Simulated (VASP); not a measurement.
Write the native input for VASP 6.6.1 that does the following.

* Task: density of states
* Functional: PBE
* Potentials or basis: VASP PAW PBE potentials, release 64 (O, Co, Pt)
* Cutoff: 520 eV
* k mesh: 8 × 8 × 1
* Occupations: fermi-dirac, width 0.05 eV
* Spin: collinear spin, antiferromagnetic start
* Starting moments: [0.0, 0.0, 0.0, 0.0, 2.0, -2.0, 0.0] μB
* Hubbard terms: Co d U = 4 eV, Pt d U = 4 eV
* Dipole correction: yes
* k mesh for the DOS: 12 × 12 × 1
* Occupations for the DOS: tetrahedron
* Further INCAR settings: ALGO = Normal; EDIFF = 1e-07

The system is Co2PtO4, a slab with vacuum.

```xyz
7
Lattice="2.8245 0.0000 0.0000 -1.4123 2.4461 0.0000 0.0000 0.0000 22.8788" Properties=species:S:1:pos:R:3 pbc="T T T"
O     0.0000    0.0000    7.5000
O     1.4123    0.8154    9.4394
O     1.4123    0.8154   13.4394
O     0.0000    1.6307   15.3788
Co    0.0000    1.6307    8.4697
Co    0.0000    0.0000   14.4091
Pt    1.4123    0.8154   11.4394
```

These files were run (other wordings do the same):

POSCAR

```
Co2PtO4
1.0
    2.8245398345      0.0000000000      0.0000000000
   -1.4122699173      2.4461232507      0.0000000000
    0.0000000000      0.0000000000     22.8788124025
O Co Pt
4 2 1
Direct
    0.0000000000      0.0000000000      0.3278142182
    0.6666666667      0.3333333333      0.4125836222
    0.6666666667      0.3333333333      0.5874163778
    0.3333333333      0.6666666667      0.6721857818
    0.3333333333      0.6666666667      0.3701989202
    0.0000000000      0.0000000000      0.6298010798
    0.6666666667      0.3333333333      0.5000000000
```

INCAR.step1

```
SYSTEM = Co2PtO4
PREC = Accurate
ENCUT = 520
EDIFF = 1E-7
ISMEAR = -1
SIGMA = 0.05
LREAL = .FALSE.
LASPH = .TRUE.
NELM = 100
ALGO = Normal
ISIF = 2
LWAVE = .FALSE.
LCHARG = .TRUE.
ISPIN = 2
MAGMOM = 0 0 0 0 2 -2 0
LMAXMIX = 4
LDAU = .TRUE.
LDAUTYPE = 2
LDAUL = -1 2 2
LDAUU = 0 4 4
LDAUJ = 0 0 0
LDAUPRINT = 1
LDIPOL = .TRUE.
IDIPOL = 3
DIPOL = 0.5 0.5 0.500
GGA = PE
```

KPOINTS.step1

```
Automatic mesh
0
G
  8 8 1
  0 0 0
```

INCAR.step2

```
SYSTEM = Co2PtO4
PREC = Accurate
ENCUT = 520
EDIFF = 1E-7
ISMEAR = -5
SIGMA = 0.05
LREAL = .FALSE.
LASPH = .TRUE.
NELM = 100
ALGO = Normal
ISIF = 2
LWAVE = .FALSE.
LCHARG = .FALSE.
ISPIN = 2
MAGMOM = 0 0 0 0 2 -2 0
LORBIT = 11
LMAXMIX = 4
LDAU = .TRUE.
LDAUTYPE = 2
LDAUL = -1 2 2
LDAUU = 0 4 4
LDAUJ = 0 0 0
LDAUPRINT = 1
LDIPOL = .TRUE.
IDIPOL = 3
DIPOL = 0.5 0.5 0.500
GGA = PE
NEDOS = 1001
ICHARG = 11
```

KPOINTS.step2

```
Automatic mesh
0
G
  12 12 1
  0 0 0
```

Potentials or basis: VASP PAW PBE potentials, release 64 (O, Co, Pt).

The run is started by

```bash
$ cat potpaw_PBE.64/O/POTCAR potpaw_PBE.64/Co/POTCAR potpaw_PBE.64/Pt/POTCAR > POTCAR
$ cp INCAR.step1 INCAR
$ cp KPOINTS.step1 KPOINTS
$ mpirun -np 1 vasp_std > vasp.out
$ cp INCAR.step2 INCAR
$ cp KPOINTS.step2 KPOINTS
$ mpirun -np 1 vasp_std > vasp.out
```

Results of the run:

The net moment is 0.00 μB per cell and the site moments are O -0.14, -0.07, +0.07, +0.14; Co +1.77, -1.77; Pt +0.00 μB. The valence electrons inside the program's atomic spheres are O 4.96, 5.04; Co 8.41; Pt 9.34.

Wall time 14 min on 1 thread of AMD EPYC 7R43 64-Core Processor (Zen 3) (shared host), peak memory 0.4 GiB.
